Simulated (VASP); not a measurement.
## A VASP study of ZrB2 (r2SCAN): structure first, properties next

What structure does ZrB2 take at this level, and what are its properties? The steps: full relaxation (r2SCAN), single point with fields (r2SCAN), band structure (r2SCAN), total and projected DOS (r2SCAN), zone-centre phonons (r2SCAN), field gradients at the nuclei (r2SCAN), band structure (r2SCAN + SOC) and ionic relaxation at fixed cell (r2SCAN) with a changed input. The start is a cell from a database of measured crystal structures.

Calculated with VASP 6.6.1; r2SCAN; plane waves and PAW (Zr_sv, B), in the first sound run; inputs show where later runs differ.

Most raw output is cut from this account.

**1. The structure**

Before any relaxation, the start is as follows. Symmetry: P6/mmm, No. 191, hexagonal system. Conventional cell: a = 3.170 Å, b = 3.170 Å, c = 3.533 Å, α = 90.00°, β = 90.00°, γ = 120.00°. Zr has 12 B at 2.54 Å nearest. Nearest to B lie 3 B at 1.83 Å and 6 Zr at 2.54 Å. Farther neighbours are not listed.

Structure file:

```cif
data_structure
_symmetry_space_group_name_H-M 'P6/mmm'
_symmetry_Int_Tables_number 191
_cell_length_a 3.1700
_cell_length_b 3.1700
_cell_length_c 3.5330
_cell_angle_alpha 90.000
_cell_angle_beta 90.000
_cell_angle_gamma 120.000
_cell_volume 30.75
loop_
_atom_site_label
_atom_site_type_symbol
_atom_site_symmetry_multiplicity
_atom_site_Wyckoff_symbol
_atom_site_fract_x
_atom_site_fract_y
_atom_site_fract_z
_atom_site_occupancy
Zr1 Zr 1 a 0.00000 0.00000 0.00000 1
B1 B 2 d 0.33333 0.66667 0.50000 1
```

**2. Full relaxation (r2SCAN)**

The start need not lie at this functional's minimum. ISIF = 3 frees volume, shape and positions, and EDIFFG sets the threshold on forces and stress at which the search stops. r2SCAN adds the kinetic-energy density, costs more than a GGA and is run with LASPH.

The input, INCAR:

```
SYSTEM = ZrB2
PREC = Accurate
ENCUT = 420
EDIFF = 1E-06
NELM = 100
ISMEAR = 0
SIGMA = 0.05
LREAL = .FALSE.
ALGO = Normal
METAGGA = R2SCAN
LASPH = .TRUE.
NBANDS = 15
LORBIT = 11
LWAVE = .FALSE.
LCHARG = .FALSE.
KPAR = 2
IBRION = 2
NSW = 60
ISIF = 3
EDIFFG = -0.01
```

The input, POSCAR:

```
ZrB2
1.0
    3.1700000000      0.0000000000      0.0000000000
   -1.5850000000      2.7453005300      0.0000000000
    0.0000000000      0.0000000000      3.5330000000
Zr B
1 2
Direct
    0.0000000000      0.0000000000      0.0000000000
    0.3333333333      0.6666666667      0.5000000000
    0.6666666667      0.3333333333      0.5000000000
```

The input, KPOINTS:

```
Automatic mesh
0
Gamma
7 7 6
0 0 0
```

Potentials, in the order of the species: Zr_sv and B (PBE family, release 64).

Launch:

```
$ mpirun -np 2 vasp_std
```

Elapsed: 57 s, on 2 MPI ranks of Intel Xeon Platinum 8259CL at 2.50GHz (Skylake/Cascade Lake), shared host; peak memory 0.27 GiB; 1.9 min of CPU time.

The k-mesh is coarse for a metal. The PAW data sets were made with PBE, which is usual practice but a small mismatch for other functionals. The run keeps the 24 symmetry operations of its start, so it cannot find a distortion of lower symmetry.

The steps of the relaxation:

| step | energy less that of the first step (eV) | largest force (eV/Å) | pressure (GPa) | volume (Å³) |
| --- | --- | --- | --- | --- |
| 1 | 0.0000 | 0.0000 | 0.89 | 30.75 |
| 2 | -0.0004 | 0.0000 | -1.04 | 31.00 |
| 3 | -0.0007 | 0.0000 | -0.27 | 30.90 |
| 4 | -0.0008 | 0.0000 | 0.11 | 30.86 |
| 5 | -0.0008 | 0.0000 | 0.02 | 30.87 |

| conventional cell, symmetrised | before | after | change |
| --- | --- | --- | --- |
| a (Å) | 3.170 | 3.169 | -0.0 % |
| b (Å) | 3.170 | 3.169 | -0.0 % |
| c (Å) | 3.533 | 3.549 | +0.5 % |
| volume (Å³/atom) | 10.25 | 10.29 | +0.4 % |

The relaxed structure:

```xyz
3
Lattice="3.1690 0.0000 0.0000 -1.5845 2.7445 0.0000 0.0000 0.0000 3.5490" Properties=species:S:1:pos:R:3 pbc="T T T"
Zr    0.0000    0.0000    0.0000
B     0.0000    1.8296    1.7745
B     1.5845    0.9148    1.7745
```

Numbers from this step:

```
electrons                              : 18
bands                                  : 15
irreducible k-points                   : 32
symmetry operations                    : 24
free energy (TOTEN)                    : -40.63 eV
energy at zero smearing                : -40.63 eV
Fermi energy                           : 10.37 eV
pressure                               : 0.02417 GPa
metallic, judged on the points sampled : yes
SCF cycles over all ionic steps        : 36
```

It ends with forces that vanish by symmetry and a pressure of 0.02 GPa. The volume lies +0.4 % from that of the database's start.

**3. Single point with fields (r2SCAN)**

The relaxed cell gets a fresh self-consistent run, on a basis set for its own volume, to fix the density and to check the remaining stress.

INCAR: that of step 2 with these lines changed.

```diff
@@ -14,7 +14,5 @@
 LWAVE = .FALSE.
-LCHARG = .FALSE.
-KPAR = 2
-IBRION = 2
-NSW = 60
-ISIF = 3
-EDIFFG = -0.01
+LCHARG = .TRUE.
+ISIF = 2
+LELF = .TRUE.
+LVHAR = .TRUE.
```

The input, POSCAR:

```
ZrB2
1.0
    3.1690453248      0.0000000000      0.0000000000
   -1.5845226624      2.7444737571      0.0000000000
    0.0000000000      0.0000000000      3.5490419465
Zr B
1 2
Direct
    0.0000000000      0.0000000000      0.0000000000
    0.3333333333      0.6666666667      0.5000000000
    0.6666666667      0.3333333333      0.5000000000
```

KPOINTS is that of step 2.

Launch:

```
$ mpirun -np 2 vasp_std
```

The job ended after 19 s (2 MPI ranks; peak memory 0.23 GiB).

This step gave:

| Property | Result |
| --- | --- |
| SCF cycles | 12 |
| bands | 16 |
| pressure | -0.001458 GPa |

Valence electrons inside each PAW sphere by angular momentum. Sphere charges, by row:

| atom | s (e) | p (e) | d (e) | tot (e) |
| --- | --- | --- | --- | --- |
| Zr1 | 2.164 | 6.034 | 1.727 | 9.924 |
| B2 | 0.68 | 1.237 | 0 | 1.917 |
| B3 | 0.68 | 1.237 | 0 | 1.917 |

Valence density in the ab plane at fractional z = 0.500, with atoms of B within 0.2 Å of it. It is the smooth field of the valence electrons, not physical close to the nuclei.

Ten even steps from '_' (0.14 e/Å³) to '@' (0.79 e/Å³):
```
____..::--++##@@@@##++--::..____
__....--++##@@@@@@##++--....____
..::--++##%%%%%%%%##++--::......
::--++####**++**####++--::::..::
==++##%%**----**%%##++==--------
**##@@%%++--++%%@@##**++++++++++
%%@@@@%%****%%@@@@%%############
@@@@@@%%##%%@@@@@@@@@@%%##%%@@@@
%%############%%@@@@%%****%%@@@@
**++++++++++**##@@%%++--++%%@@##
==--------==++##%%**----**%%##++
::::..::::--++####**++**####++--
........::--++##%%%%%%%%##++--::
______....--++##@@@@@@##++--....
______..::--++##@@@@##++--::..__
______..::==**%%@@%%**==::..____
```
Columns run along a (3.2 Å), rows up along b (3.2 Å). Atoms in or near the plane, at fractional coordinates: B at (0.33, 0.67), B at (0.67, 0.33).

Electrostatic potential energy in the ab plane at fractional z = 0.500, with atoms of B within 0.2 Å of it. With pseudopotentials it is smooth inside the atoms' cores, unlike the true potential.

Ten even steps from '_' (-32 eV) to '@' (0 eV):
```
@@@@@@@@@@%%##****##%%@@@@@@@@@@
@@@@@@@@%%++::..::++%%@@@@@@@@@@
@@@@@@##--________--##@@@@@@@@@@
@@@@%%--__==@@==__--%%@@@@@@@@@@
@@%%++__==@@@@==__++%%@@@@@@@@@@
%%##::__@@@@@@__::##%%%%%%##%%%%
%%**..__====__..**%%##++----++##
%%**::______::**%%**::______::**
%%##++----++##%%**..__====__..**
%%%%%%##%%%%%%##::__@@@@@@__::##
@@@@@@@@@@@@%%++__==@@@@==__++%%
@@@@@@@@@@@@%%--__==@@==__--%%@@
@@@@@@@@@@@@##--________--##@@@@
@@@@@@@@@@@@%%++::..::++%%@@@@@@
@@@@@@@@@@@@%%##****##%%@@@@@@@@
@@@@@@@@@@@@%%%%%%%%%%@@@@@@@@@@
```
Columns run along a (3.2 Å; values clipped at the 3rd and 97th percentile), rows up along b (3.2 Å). Atoms in or near the plane, at fractional coordinates: B at (0.33, 0.67), B at (0.67, 0.33).

ELF in the ab plane at fractional z = 0.500, with atoms of B within 0.2 Å of it. It is the smooth field of the valence electrons, not physical close to the nuclei.

Ten even steps from '_' (0.01) to '@' (0.87):
```
..::--++**%%@@@@@@@@%%**++--::..
::--==**##############**==--::::
==++******==----==******++==----
****##**--..__..--**##****++==++
##%%##==..____..==##%%##********
@@@@##--______--##@@@@%%##**##%%
@@@@##--....--##@@@@@@##****##@@
@@@@##==--==##@@@@@@##==--==##@@
@@@@##****##@@@@@@##--....--##@@
@@%%##**##%%@@@@##--______--##@@
##********##%%##==..____..==##%%
**++==++****##**--..__..--**##**
==----==++******==----==******++
::::::--==**##############**==--
....::--++**%%@@@@@@@@%%**++--::
....::==**##@@@@@@@@@@##**==::..
```
Columns run along a (3.2 Å), rows up along b (3.2 Å). Atoms in or near the plane, at fractional coordinates: B at (0.33, 0.67), B at (0.67, 0.33).

In this run the pressure is 0.00 GPa, small enough to go on; single stress components reach 0.03 GPa.

**4. Band structure (r2SCAN)**

The mesh alone shows little of the dispersion and can miss band extrema, so KPOINTS_OPT adds a path through the symmetry points after the self-consistent cycle.

The input, INCAR:

```
SYSTEM = ZrB2
PREC = Accurate
ENCUT = 420
EDIFF = 1E-06
NELM = 100
ISMEAR = 0
SIGMA = 0.05
LREAL = .FALSE.
ALGO = Normal
METAGGA = R2SCAN
LASPH = .TRUE.
NBANDS = 22
LORBIT = 11
LWAVE = .FALSE.
LCHARG = .FALSE.
KPAR = 2
```

POSCAR is that of step 3.

KPOINTS is that of step 3.

The input, KPOINTS_OPT:

```
Line mode
16
Line-mode
Reciprocal
  0.00000000   0.00000000   0.00000000 GAMMA
  0.50000000   0.00000000   0.00000000 M

  0.50000000   0.00000000   0.00000000 M
  0.33333333   0.33333333   0.00000000 K

  0.33333333   0.33333333   0.00000000 K
  0.00000000   0.00000000   0.00000000 GAMMA

  0.00000000   0.00000000   0.00000000 GAMMA
  0.00000000   0.00000000   0.50000000 A

  0.00000000   0.00000000   0.50000000 A
  0.50000000   0.00000000   0.50000000 L

  0.50000000   0.00000000   0.50000000 L
  0.33333333   0.33333333   0.50000000 H

  0.33333333   0.33333333   0.50000000 H
  0.00000000   0.00000000   0.50000000 A

  0.50000000   0.00000000   0.50000000 L
  0.50000000   0.00000000   0.00000000 M

  0.33333333   0.33333333   0.00000000 K
  0.33333333   0.33333333   0.50000000 H
```

Launch:

```
$ mpirun -np 2 vasp_std
```

Run time: 53 s. Hardware: 2 MPI ranks; peak memory 0.3 GiB; 1.7 min of CPU time.

This step gave:

```yaml
bands: 22
pressure: -7.65e-4 GPa
```

Electronic bands along the path, in eV, zero at the Fermi level; # counts the bands kept in this run:

| point | #2 | #3 | #4 | #5 | #6 | #7 | #8 | #9 |
| --- | --- | --- | --- | --- | --- | --- | --- | --- |
| Γ | -2.51 | -2.51 | -2.45 | -2.42 | 3.84 | 3.84 | 4.61 | 4.61 |
| 0.53 of the way | -5.58 | -3.38 | -2.72 | -1.86 | 2.53 | 3.14 | 3.88 | 3.97 |
| M | -9.00 | -3.92 | -3.05 | -2.54 | 2.50 | 2.67 | 5.39 | 5.45 |
| 0.53 of the way | -8.77 | -5.33 | -3.48 | -0.54 | -0.34 | 3.33 | 4.80 | 6.42 |
| K | -8.19 | -7.03 | -2.39 | -2.39 | 1.83 | 1.83 | 3.62 | 9.15 |
| 0.47 of the way | -5.81 | -4.03 | -3.43 | -0.71 | 1.39 | 1.60 | 4.93 | 6.36 |
| Γ | -2.51 | -2.51 | -2.45 | -2.42 | 3.84 | 3.84 | 4.61 | 4.61 |
| 0.53 of the way | -5.54 | -1.84 | -1.84 | 0.49 | 1.52 | 1.52 | 2.83 | 2.83 |
| A | -7.18 | -0.80 | -0.80 | 0.64 | 0.64 | 1.09 | 1.09 | 2.13 |
| 0.53 of the way | -5.36 | -5.12 | -3.63 | -1.60 | 3.04 | 3.12 | 3.16 | 4.91 |
| L | -7.33 | -4.63 | -4.14 | -2.04 | 4.13 | 4.44 | 5.76 | 6.65 |
| 0.47 of the way | -7.83 | -4.86 | -3.61 | -2.25 | 4.26 | 5.46 | 6.04 | 6.67 |
| H | -9.14 | -5.06 | -2.68 | -2.68 | 4.49 | 6.46 | 6.46 | 7.05 |
| 0.47 of the way | -5.77 | -4.80 | -4.14 | -2.01 | 3.05 | 4.05 | 4.16 | 5.14 |
| A | -7.18 | -0.80 | -0.80 | 0.64 | 0.64 | 1.09 | 1.09 | 2.13 |
| jump to L | -7.33 | -4.63 | -4.14 | -2.04 | 4.13 | 4.44 | 5.76 | 6.65 |
| 0.47 of the way | -8.39 | -4.04 | -3.02 | -2.79 | 1.88 | 4.81 | 5.59 | 6.77 |
| M | -9.00 | -3.92 | -3.05 | -2.54 | 2.50 | 2.67 | 5.39 | 5.45 |
| jump to K | -8.19 | -7.03 | -2.39 | -2.39 | 1.83 | 1.83 | 3.62 | 9.15 |
| 0.47 of the way | -8.64 | -6.23 | -2.59 | -2.59 | 3.58 | 3.58 | 4.01 | 8.12 |
| H | -9.14 | -5.06 | -2.68 | -2.68 | 4.49 | 6.46 | 6.46 | 7.05 |

Of the projections kept (Zr, B), the largest for each band there, as a share of the weight inside these atoms' spheres; weight between the spheres isn't counted:

| point | #2 | #3 | #4 | #5 | #6 | #7 | #8 | #9 |
| --- | --- | --- | --- | --- | --- | --- | --- | --- |
| Γ | B 0.62 | B 0.62 | Zr 0.98 | B 0.85 | Zr 1.00 | Zr 1.00 | Zr 0.66 | Zr 0.66 |
| M | B 0.90 | Zr 0.57 | B 0.96 | Zr 0.87 | B 0.94 | Zr 1.00 | Zr 0.96 | Zr 0.81 |
| K | B 0.86 | B 0.72 | Zr 0.59 | Zr 0.59 | Zr 0.81 | Zr 0.81 | Zr 0.86 | Zr 0.62 |
| Γ | B 0.62 | B 0.62 | Zr 0.98 | B 0.85 | Zr 1.00 | Zr 1.00 | Zr 0.66 | Zr 0.66 |
| A | B 0.51 | B 1.00 | B 1.00 | Zr 0.79 | Zr 0.79 | Zr 1.00 | Zr 1.00 | Zr 0.88 |
| L | B 0.91 | B 0.71 | Zr 0.73 | B 0.72 | Zr 0.96 | B 0.91 | Zr 1.00 | Zr 0.80 |

There is no gap at this level.

Of the bands kept, 2 cross the Fermi level on this path.

**5. Total and projected DOS (r2SCAN)**

Here the states are counted by energy and projected on the atoms. The mesh is finer than in the run before.

INCAR: that of step 4 with these lines changed.

```diff
@@ -5,3 +5,3 @@
 NELM = 100
-ISMEAR = 0
+ISMEAR = -5
 SIGMA = 0.05
@@ -16 +16,2 @@
 KPAR = 2
+NEDOS = 2001
```

POSCAR is that of step 4.

The input, KPOINTS:

```
Automatic mesh
0
Gamma
10 10 8
0 0 0
```

Launch:

```
$ mpirun -np 2 vasp_std
```

Elapsed: 42 s, on 2 MPI ranks; peak memory 0.29 GiB.

With tetrahedra the forces and stress of a metal are not exact derivatives of the energy.

Numbers from this step:

```yaml
scf_cycles: 13
irreducible_k_points: 70
fermi_energy: 10.76 eV
pressure: -0.01935 GPa
dos_at_the_fermi_level_one_point_of_the_energy_grid: 0.2015 states/eV/cell
```

The density of states has structure finer than the step of the table below, so its rows give means over 1 eV, whole bins alone (the curve runs from -12.0 to 7.54 eV). Peaks (eV: height): total -3.7: 3.39, -2.8: 1.78, 4.6: 2.19, 6.3: 2.01; Zr d -3.7: 0.618, -2.6: 0.488, 4.6: 1.40, 6.2: 0.823; B p -4.9: 0.572, -3.7: 1.18, 6.3: 0.407; Zr p -11.8: 0.033, -3.7: 0.127, -2.7: 0.0819, 7.1: 0.03; B s -10.7: 0.399, -8.3: 0.205, 6.6: 0.172.

States under -12.0 eV and over 7.5 eV are left out. Table of density of states by energy, zero at the Fermi level; means over each step; values in states/eV/cell:

| energy (eV) | total | Zr d | B p | Zr p | B s | Zr s |
| --- | --- | --- | --- | --- | --- | --- |
| -11 | 0.782 | 0.0507 | 0.0564 | 0.0234 | 0.338 | 0.0126 |
| -10 | 0.492 | 0.0343 | 0.0517 | 0.0132 | 0.198 | 0.00648 |
| -9 | 0.314 | 0.0224 | 0.0584 | 0.00787 | 0.0980 | 0.00536 |
| -8 | 0.627 | 0.0501 | 0.141 | 0.0148 | 0.171 | 0.00753 |
| -7 | 0.495 | 0.0468 | 0.132 | 0.00867 | 0.0906 | 0.0162 |
| -6 | 0.735 | 0.0723 | 0.245 | 0.0154 | 0.0571 | 0.0343 |
| -5 | 1.16 | 0.148 | 0.458 | 0.0244 | 0.0439 | 0.0267 |
| -4 | 1.90 | 0.351 | 0.647 | 0.0610 | 0.0258 | 0.0279 |
| -3 | 1.45 | 0.345 | 0.437 | 0.0535 | 0.00818 | 0.00353 |
| -2 | 0.934 | 0.392 | 0.159 | 0.0102 | 0.00229 | 0.00358 |
| -1 | 0.361 | 0.175 | 0.0486 | 0.00191 | 4.1e-4 | 0.00111 |
| 0 | 0.222 | 0.112 | 0.0319 | 8.4e-4 | 5.4e-4 | 5.4e-4 |
| 1 | 0.855 | 0.418 | 0.134 | 0.00481 | 0.0100 | 0.00260 |
| 2 | 1.19 | 0.627 | 0.161 | 0.00685 | 0.0267 | 0.00606 |
| 3 | 1.32 | 0.805 | 0.137 | 0.00759 | 0.0305 | 0.00606 |
| 4 | 1.77 | 1.08 | 0.194 | 0.0131 | 0.0625 | 0.0120 |
| 5 | 1.63 | 1.03 | 0.154 | 0.0114 | 0.0852 | 0.0170 |
| 6 | 1.41 | 0.619 | 0.267 | 0.0121 | 0.105 | 0.0264 |
| 7 | 1.56 | 0.570 | 0.299 | 0.0271 | 0.153 | 0.0463 |

The finer mesh and the other smearing move the Fermi level by +0.39 eV from the 7×7×6 run, one measure of the sampling error in the zero of the bands above. Of the states within 0.3 eV of the Fermi level, the largest shares in the PAW spheres are Zr d 51 % and B p 14 %. The rest lies in smaller channels or between the spheres.

**6. Zone-centre phonons (r2SCAN)**

Zone-centre modes test whether the atoms sit at a minimum within this cell. IBRION = 6 takes the force constants from differences of forces between displaced cells, so the forces must be tight.

The input, INCAR:

```
SYSTEM = ZrB2
PREC = Accurate
ENCUT = 420
EDIFF = 1E-08
NELM = 100
ISMEAR = 1
SIGMA = 0.2
LREAL = .FALSE.
ALGO = Normal
METAGGA = R2SCAN
LASPH = .TRUE.
NBANDS = 15
LORBIT = 11
LWAVE = .FALSE.
LCHARG = .FALSE.
KPAR = 2
IBRION = 6
NFREE = 2
POTIM = 0.015
ISIF = 2
NSW = 1
```

POSCAR is that of step 5.

The input, KPOINTS:

```
Automatic mesh
0
Gamma
14 14 11
0 0 0
```

Launch:

```
$ mpirun -np 2 vasp_std
```

It took 12 min on 2 MPI ranks; peak memory 0.83 GiB; 24 min of CPU time.

The last energy, forces, stress and levels in OUTCAR belong to the last displaced cell, not to the cell of POSCAR.

This step gave:

```yaml
bands: 15
irreducible_k_points: 144
pressure_of_the_cell: -0.03972 GPa
largest_force_of_the_cell: 0 eV/Å
```

The modes at Γ (shares of kinetic energy by element, %):

| mode | frequency (cm⁻¹) | symmetry | Zr % | B % |
| --- | --- | --- | --- | --- |
| 1 | -0.1 | acoustic | 81 | 19 |
| 2 | -0.1 | acoustic | 81 | 19 |
| 3 | -0.1 | acoustic | 81 | 19 |
| 4 | 454.2 | E1u | 19 | 81 |
| 5 | 454.2 | E1u | 19 | 81 |
| 6 | 471.8 | A2u | 19 | 81 |
| 7 | 564.6 | Bg | 0 | 100 |
| 8 | 776.8 | E2g | 0 | 100 |
| 9 | 776.8 | E2g | 0 | 100 |

Displacements in mode 5 (454.2 cm⁻¹), the largest set to 1:
```
Zr1  0.00 -0.24  0.00
B2   0.00  1.00  0.00
B3   0.00  1.00  0.00
```

Displacements in mode 9 (776.8 cm⁻¹), the largest set to 1:
```
Zr1  0.00  0.00  0.00
B2   0.00 -1.00  0.00
B3   0.00  1.00  0.00
```

The three acoustic modes lie within 0.1 cm⁻¹ of zero, and all others are real. By the characters of their eigenvectors the optical modes sort into (cm⁻¹) Raman active: E2g 777; infrared active: E1u 454, A2u 472; silent: Bg 565. B labels carry no number here, since it depends on the setting of the axes. With a centre of inversion no mode is active in both.

**7. Field gradients at the nuclei (r2SCAN)**

Field gradients probe how far the charge around each nucleus departs from cubic symmetry; LASPH keeps the non-spherical terms inside the spheres.

The input, INCAR:

```
SYSTEM = ZrB2
PREC = Accurate
ENCUT = 420
EDIFF = 1E-07
NELM = 100
ISMEAR = 0
SIGMA = 0.05
LREAL = .FALSE.
ALGO = Normal
METAGGA = R2SCAN
LASPH = .TRUE.
NBANDS = 15
LORBIT = 11
LWAVE = .FALSE.
LCHARG = .FALSE.
KPAR = 2
LEFG = .TRUE.
```

POSCAR is that of step 6.

The input, KPOINTS:

```
Automatic mesh
0
Gamma
7 7 6
0 0 0
```

Launch:

```
$ mpirun -np 2 vasp_std
```

The job ended after 23 s (2 MPI ranks; peak memory 0.26 GiB; 42 s of CPU time).

This step gave:

```yaml
scf_cycles: 15
irreducible_k_points: 32
fermi_energy: 10.37 eV
pressure: 0.009628 GPa
```

Electric field gradients, by row:

| atom | Vxx (V/Å²) | Vyy (V/Å²) | Vzz (V/Å²) | asymmetry |
| --- | --- | --- | --- | --- |
| Zr1 | -19.16 | -19.16 | 38.33 | 0 |
| B2 | -1.221 | -1.221 | 2.442 | 0 |
| B3 | -1.221 | -1.221 | 2.442 | 0 |

The largest gradient, 38.33 V/Å², sits on Zr1; times the quadrupole moment of a nucleus that has one, it gives the coupling that NMR and NQR see.

[end of part 1 of 2]

[Lines on the potential files, build, host, timing and source positions are cut from VASP's logs without a mark.]

[Logs are printed without paths, hosts, clocks, repeated set-up lines and the standing remarks that a program may print on its own settings, such as how far it seeks lower states.]

[Hosts, paths, dates, database ids (printed as entryN), source tags and the programs' standing remarks are cut or masked in the printed files.]

[A measured line is paired with the nearest computed mode of its activity, which favours agreement.]

[In band tables of VASP the shares of atoms and orbitals are scaled to a sum of 1 inside the atoms' spheres.]
